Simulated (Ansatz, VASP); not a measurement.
# MgB in two plane-wave programs, part 2 of 2

Aim: how closely do two programs agree when they are given the same cell, functional and k mesh? The cell is invented: As first built, before any earlier steps moved the atoms (in the runner's words): it takes the MgAl structure with some of its atoms replaced by other elements, volume scaled by an estimate. It may not be a known or stable phase. The cell is taken from a series of VASP runs on this material, whose earlier steps may have relaxed, scaled or displaced it; both programs get it as it stands.

VASP 6.6.1 and Ansatz 0.2.0.

So far. Step 2 (VASP: band structure, HSE06): The k-mesh is coarse for exact exchange; levels may shift by about 0.1 eV on a finer one.

### 3. Ansatz: band structure, HSE06

Level of this step: Ansatz beside VASP: Kohn-Sham DFT, plane waves, HSE06 (Ansatz).

Ansatz runs on its default PAW (the set named soft_2) files.

The same cell, functional, mesh and smearing now go to Ansatz, which takes its cutoff from its data sets.

input.yaml reads:

```yaml
crystal:
  lattice:
    - [2.8941936783, 0.0, 0.0]
    - [0.0, 2.8941936783, 0.0]
    - [0.0, 0.0, 2.8941936783]
  atoms:
    - { symbol: Mg, position: [0.5, 0.5, 0.5] }
    - { symbol: B, position: [0.0, 0.0, 0.0] }
hamiltonian:
  xc: { exchange: pbe, correlation: pbe, exx: { coeff: 0.25, omega: 0.2 } }
  pseudopotentials: { kind: paw }
kpoints:
  mp_grid: { grid: [5, 5, 5] }
  band_path:
    path:
      - [0.0, 0.0, 0.0]
      - [0.0, 0.27778, 0.0]
      - [0.0, 0.5, 0.0]
      - [0.33333, 0.5, 0.0]
      - [0.44444, 0.44444, 0.0]
      - [0.16667, 0.16667, 0.0]
      - [0.11111, 0.11111, 0.11111]
      - [0.38889, 0.38889, 0.38889]
      - [0.38889, 0.5, 0.38889]
      - [0.05556, 0.5, 0.05556]
      - [0.5, 0.5, 0.16667]
      - [0.5, 0.5, 0.5]
    npoints: 1
scf:
  occupations: { method: gaussian, width: 0.02 }
  n_extra_bands: 7
output:
  forces: true
  stress: true
  eigenvalues: true
```

On the command line:

```console
ansatz run input.yaml --threads 4 --pin off --max-ram 9216MiB --backend cpu --events-out ev --progress --plain --runs-dir out
```

Numbers of over 12 decimals in the logs are rounded to 6 here.

The log of the run:

```text
Warning: output.stress: scf.convergence.dr2_threshold = 1e-7 eV (the SCF's general default) is looser than the 2e-10 eV advised for a printed stress (1e-10 eV for each atom of the cell: 2). What an SCF threshold leaves in a stress goes as its square root, and in the free energy as the threshold itself, and one threshold admits the most on a small cell: [figures from the program's tests cut] Set scf.convergence.dr2_threshold to 2e-10 eV or tighter. The threshold is an SCF's pass mark: one that does not reach it within its budget of iterations ends unconverged, or closes short of it on a stop that the run arms, and scf.convergence.dr2_threshold's page says what that costs each kind of run
Warning: output.stress: scf.exx.energy_threshold = 1e-6 eV is looser than the 2e-8 eV advised for a stress under a hybrid functional (1e-8 eV for each atom of the cell: 2). Every SCF of the exchange loop can meet its threshold on dr2 while the loop round them stops early: no threshold on dr2 bounds what that leaves in the stress. Set scf.exx.energy_threshold to 2e-8 eV or tighter. The threshold is the loop's pass mark: a loop that does not reach it within its budget of cycles ends unconverged, and scf.exx.energy_threshold's page has the law
scf.n_extra_bands = 7 over 7 filled bands (N_el = 13.0): the run solves 14 bands
Engine: ansatz 0.2.0, x86_64-unknown-linux-gnu
Pseudopotentials: kind: paw
Pseudopotential: Mg, paw, valence charge 10, recommended cutoff 420 eV (normal), Mg.paw.azcp
Pseudopotential: B, paw, valence charge 3, recommended cutoff 420 eV (normal), B.paw.azcp
Functional definition: unnamed
  parameter a_1 = 0.25
  parameter omega_1 = 0.2/angstrom
  exchange = pbe_x + (-a_1)*pbe_x_sr(omega_1) + a_1*exact_x_sr(omega_1)
  correlation = pbe_c
Crystal: 2 atoms, lattice volume = 24.243 Å³
Basis set: ecut = 420 eV, 461 PW (Γ), exchange–correlation on 40×40×40 points (8 copies of the dense FFT grid, shifted against one another)
Bands: 14, of which v1, the nominal top of the filled ones, is band 7 counted from 1 (6 counted from 0)
Symmetry: 48 space group operations
Space group: Pm-3m (ITA 221), of the structure as read, at distance tolerance 2.9e-5 Å
k-points: 10 of 125
Non-local potential: Mg, projectors of the file, l = 0: 3, l = 1: 2, l = 2: 1
Non-local potential: B, projectors of the file, l = 0: 2, l = 1: 2, l = 2: 1
PAW form: soft (Blöchl's): semilocal exchange-correlation on the pseudo side does not see the compensation charge
PAW frozen core: Mg, regenerated for the run's functional, and the local potential with it (the file was generated under x = pbe(κ = 0.804, μ = 0.219515), c = pbe(β = 0.066725))
PAW frozen core: B, regenerated for the run's functional, and the local potential with it (the file was generated under x = pbe(κ = 0.804, μ = 0.219515), c = pbe(β = 0.066725))
PAW one-centre angular grid: Mg, 110 points (default); XC on 96 Gauss nodes
PAW one-centre angular grid: B, 110 points (default); XC on 64 Gauss nodes
Initial density: superposition of atomic densities (neutral atoms: chi_scale 0, normalization atom), corrected by the library's trained network
Initial wavefunctions: pseudopotential atomic-orbital guess
Functional: x = pbe(κ = 0.804, μ = 0.219515), c = pbe(β = 0.066725), warm-up for x = pbe(κ = 0.804, μ = 0.219515) + 0.25 (exact − pbe) at short range (hse, ω = 0.2 Å⁻¹), c = pbe(β = 0.066725)
SCF iter   1: F=—  HF=-2078.022007 eV  |F-HF|=—  |Δ(HF+E_count)|=         —  Δρ=1.71e-3  dr2=1.06e-3  ethr=1.77e-3  ⟨swp⟩=6.5  Hψ=635  notcnv=0
preconditioner: auto → none  [insulator: Δε(μ)=0.150 eV  Ē_g=14.549 eV  σ=0.020 eV  W_gap=0.71  n_scr=6 (ndim 8)  ℏωp=16.9 eV  f_vac=0.000  D(μ)=4.66/eV (n_scr^D=80)]
iter 2 solved again at ethr=1.98e-7 eV; its pass at ethr=8.19e-6 eV (dr2=2.57e-5 eV) is discarded
SCF iter   2: F=—  HF=-2078.021674 eV  |F-HF|=—  |Δ(HF+E_count)|=   3.33e-4  Δρ=3.46e-4  dr2=2.56e-5  ethr=1.98e-7  ⟨swp⟩=3.2  Hψ=549  notcnv=0
SCF iter   3: F=—  HF=-2078.021699 eV  |F-HF|=—  |Δ(HF+E_count)|=   2.50e-5  Δρ=1.27e-4  dr2=1.18e-6  ethr=1.97e-7  ⟨swp⟩=2.4  Hψ=211  notcnv=0
SCF iter   4: F=—  HF=-2078.021705 eV  |F-HF|=—  |Δ(HF+E_count)|=   6.32e-6  Δρ=7.09e-6  dr2=4.61e-9  ethr=9.10e-9  ⟨swp⟩=3.0  Hψ=241  notcnv=0
SCF iter   5: F=—  HF=-2078.021705 eV  |F-HF|=—  |Δ(HF+E_count)|=   8.17e-9  Δρ=3.44e-6  dr2=1.15e-9  ethr=3.54e-11  ⟨swp⟩=4.0  Hψ=296  notcnv=0
SCF iter   6: F=-2078.021705 eV  HF=-2078.021705 eV  |F-HF|=3.56e-10  |Δ(HF+E_count)|=  3.00e-10  Δρ=1.70e-6  dr2=2.69e-10  ethr=8.88e-12  ⟨swp⟩=2.0  Hψ=205  notcnv=0
SCF 1 converged in 6 iterations: F = -2078.021705 eV  dr2 = 2.69e-10
  greatest PAW one-centre occupation: 1.000 electrons in one spin orbital (limit 2), on the Mg atom at site 0 (counted from 0), in its partial waves of l = 0
Initial density: handed on by an earlier stage of this run
Initial wavefunctions: those handed on with the density
Functional: x = pbe(κ = 0.804, μ = 0.219515) + 0.25 (exact − pbe) at short range (hse, ω = 0.2 Å⁻¹), c = pbe(β = 0.066725)
Exchange kernel: α = 0.2500, screened, ω = 0.2000 Å⁻¹, Wigner–Seitz truncation, v(0) = 1097.6785 eV·Å³, q-mesh 5×5×5, nearest image of the exchange supercell L = 14.47 Å, pair-density grid 15×15×15, without the augmentation charges, whose exchange is taken in its separable form by FFT convolution over the k-point mesh (sized by the pseudopotential files, 20×20×20 at the most), smooth part of the exact exchange by density-matrix convolution
Frozen-core exchange: fock
iter 1 solved again at ethr=5.86e-5 eV; its pass at ethr=1.00e-1 eV (dr2=7.61e-3 eV) is discarded
SCF iter   1: F=—  HF=-2078.208585 eV  |F-HF|=—  |Δ(HF+E_count)|=         —  Δρ=6.23e-3  dr2=8.06e-3  ethr=5.86e-5  ⟨swp⟩=3.8  Hψ=640  notcnv=0
preconditioner: auto → none  [insulator: Δε(μ)=0.267 eV  Ē_g=16.142 eV  σ=0.020 eV  W_gap=0.71  n_scr=6 (ndim 8)  ℏωp=16.9 eV  f_vac=0.000  D(μ)=4.66/eV (n_scr^D=80)]
SCF iter   2: F=—  HF=-2078.203877 eV  |F-HF|=—  |Δ(HF+E_count)|=   4.71e-3  Δρ=1.52e-3  dr2=4.35e-4  ethr=5.86e-5  ⟨swp⟩=3.0  Hψ=328  notcnv=0
SCF iter   3: F=—  HF=-2078.203703 eV  |F-HF|=—  |Δ(HF+E_count)|=   1.74e-4  Δρ=3.49e-4  dr2=1.26e-4  ethr=2.47e-6  ⟨swp⟩=2.4  Hψ=232  notcnv=0
SCF iter   4: F=—  HF=-2078.203697 eV  |F-HF|=—  |Δ(HF+E_count)|=   6.86e-6  Δρ=1.71e-5  dr2=1.03e-4  ethr=1.73e-7  ⟨swp⟩=3.0  Hψ=232  notcnv=0
SCF iter   5: F=—  HF=-2078.205185 eV  |F-HF|=—  |Δ(HF+E_count)|=   1.49e-3  Δρ=4.46e-4  dr2=3.88e-5  ethr=2.97e-10  ⟨swp⟩=5.0  Hψ=556  notcnv=0
SCF iter   6: F=-2078.205163 eV  HF=-2078.205162 eV  |F-HF|=4.07e-7  |Δ(HF+E_count)|=   2.31e-5  Δρ=1.74e-5  dr2=6.65e-7  ethr=2.97e-10  ⟨swp⟩=4.4  Hψ=449  notcnv=0
SCF 2 stopped early in 6 iterations: F = -2078.205163 eV  dr2 = 6.65e-7
hybrid outer 1: dexx = +1.513e-3 eV, tail = 1.86e-5 eV
Exchange kernel: α = 0.2500, screened, ω = 0.2000 Å⁻¹, Wigner–Seitz truncation, v(0) = 1097.6785 eV·Å³, q-mesh 5×5×5, nearest image of the exchange supercell L = 14.47 Å, pair-density grid 15×15×15, without the augmentation charges, whose exchange is taken in its separable form by FFT convolution over the k-point mesh (sized by the pseudopotential files, 20×20×20 at the most), smooth part of the exact exchange by density-matrix convolution
Frozen-core exchange: fock
SCF iter   1: F=—  HF=-2078.205105 eV  |F-HF|=—  |Δ(HF+E_count)|=         —  Δρ=5.17e-5  dr2=1.22e-6  ethr=7.14e-7  ⟨swp⟩=2.2  Hψ=282  notcnv=0
preconditioner: auto → none  [insulator: Δε(μ)=0.267 eV  Ē_g=16.160 eV  σ=0.020 eV  W_gap=0.71  n_scr=6 (ndim 8)  ℏωp=16.9 eV  f_vac=0.000  D(μ)=4.66/eV (n_scr^D=80)]
SCF iter   2: F=—  HF=-2078.205105 eV  |F-HF|=—  |Δ(HF+E_count)|=   2.41e-7  Δρ=9.82e-6  dr2=6.59e-7  ethr=4.75e-9  ⟨swp⟩=3.0  Hψ=236  notcnv=0
SCF iter   3: F=—  HF=-2078.205116 eV  |F-HF|=—  |Δ(HF+E_count)|=   1.15e-5  Δρ=1.98e-5  dr2=1.10e-7  ethr=7.13e-11  ⟨swp⟩=4.0  Hψ=381  notcnv=0
SCF iter   4: F=-2078.205116 eV  HF=-2078.205116 eV  |F-HF|=1.82e-11  |Δ(HF+E_count)|=   5.00e-8  Δρ=2.00e-6  dr2=5.73e-9  ethr=7.13e-11  ⟨swp⟩=3.0  Hψ=270  notcnv=0
SCF 3 converged in 4 iterations: F = -2078.205116 eV  dr2 = 5.73e-9
  Residual-converged pass: ⟨swp⟩=2.6  Hψ=195  notcnv=0  max |occ|·‖R‖ = 2.4e-6 eV (tolerance 2.4e-6 eV)  dr2=5.73e-9  dr2_onsite=1.66e-10  max |Δocc| = 0.0e0
hybrid outer 2: dexx = +8.858e-8 eV, tail = 1.72e-8 eV, Δε = 1.40e-3 eV (about 9.51e-5 eV left of the loop's levels)
NSCF: frozen V_eff on 12 k-points
hybrid SCF converged: 2 outer / 10 inner (+6 warm-up), last move |dexx| = 8.86e-8 eV, tail = 1.72e-8 eV
Stability not checked: this state was not tested for a lower state beside it, because the functional holds exact exchange (a hybrid, or Hartree-Fock), whose exchange loop this test does not read (fock_operator; see scf.lower_state_search)
Free energy (F): -2078.205116 eV
Frozen-core exchange: fock
Harris-Foulkes:  -2078.205116 eV  (|F-HF|=1.82e-11)
Internal energy: -2078.204184 eV  (E = F + TS)
E sigma→0 (E₀):  -2078.204650 eV
Entropy (-TS):   -0.000932 eV (-0.466 meV/atom)
Fermi energy:    8.471220 eV
--- Per-component energies (eV) ---
  E_band       = -350.416431
  E_kinetic    = 118.042643
  E_local      = -1534.011583  (includes V_loc(G=0)·N_el)
  E_nonlocal   = 107.491506
  E_hartree    = 549.022652
  E_xc         = -49.169347
  E_vxc        = -60.044904  (∫ρ·V_xc dr)
  E_exx        = -56.004892  (= α·E_x^exact, valence–valence)
  E_paw        = -324.477304  (= ΣΔE_a)
  E_vpaw       = 32.069785  (= ΣTr[D̂ρ^β])
  E_aug_tail   = -0.000003  (compensation charges beyond the density's cutoff)
  E_ewald      = -889.050401
  E_core_change = -0.047453  (= ΣΔE_core)
  E_smearing   = -0.000932  (= −TS)
  E_closure    = 0.000000  (closes the sum)
  Σ components = -2078.205116   (vs F -2078.205116, Δ=0.00e0)
--- Forces (eV/Å), atoms counted from 1 ---
  atom   1  Mg     0.00000000    -0.00000000    -0.00000000
  atom   2  B     -0.00000000    -0.00000000     0.00000000
  max |Σ_I F_I| component: 1.34e-29 eV/Å
--- Stress (GPa, compression-positive) ---
       -0.654180      -0.000000       0.000000
       -0.000000      -0.654180       0.000000
        0.000000       0.000000      -0.654180
  P = ⅓ Tr σ = -0.6542 GPa (-6.542 kbar)
--- Band table (eV; the first three rows and the last of 10) ---
  k-point 0: bands = [... 3 lower, -37.1236, -4.0349, 11.3721, 11.3721, 11.3721, 15.9045, 15.9045, 18.2804, ... 3 higher]
  k-point 1: bands = [... 3 lower, -37.1219, -3.3331, 7.4189, 11.7925, 11.7925, 16.6719, 18.0374, 20.4902, ... 3 higher]
  k-point 2: bands = [... 3 lower, -37.1193, -1.3750, 2.8879, 12.6273, 12.6273, 18.9046, 19.4669, 21.6125, ... 3 higher]
  k-point 9: bands = [... 3 lower, -37.1588, 3.4983, 6.7867, 6.7867, 8.1307, 13.8261, 13.8261, 13.9240, ... 3 higher]
```

The job ended after 8.6 s (4 threads of AMD EPYC 9R45, shared host; peak memory 0.59 GiB).

### 4. Differences

Known differences besides the potentials themselves: exact exchange at q = 0 is treated differently, which shows on coarse meshes; VASP keeps PBE cores, Ansatz makes them for the functional; the data sets hold 13 valence electrons in Ansatz (default PAW (the set named soft_2) files) and 5 in VASP; VASP takes a coarser grid for exact exchange (PRECFOCK = Fast). Total energies have different zeros and are not compared.

Levels from 3 eV below to 2 eV above the Fermi level differ by 5 meV r.m.s. and 9 meV at most; each VASP level is matched to the nearest of Ansatz, which flatters the figure a little.

### 5. Results

```yaml
r_m_s_difference_of_levels_near_the_fermi_level_band_structure_hse06: 5.2 meV
```

In words: The r.m.s. difference of levels near the Fermi level is 5.2 meV (band structure, HSE06), within the 80 meV picked in this series as the mark of a large difference. How closely two codes agree says nothing of how well the functional describes the real material.

[Lines on the potential files, build, host, timing and source positions are cut from VASP's logs without a mark.]

[Logs are printed without paths, hosts, clocks, repeated set-up lines and the standing remarks that a program may print on its own settings, such as how far it seeks lower states.]

[Hosts, paths, dates, database ids (printed as entryN), source tags and the programs' standing remarks are cut or masked in the printed files.]
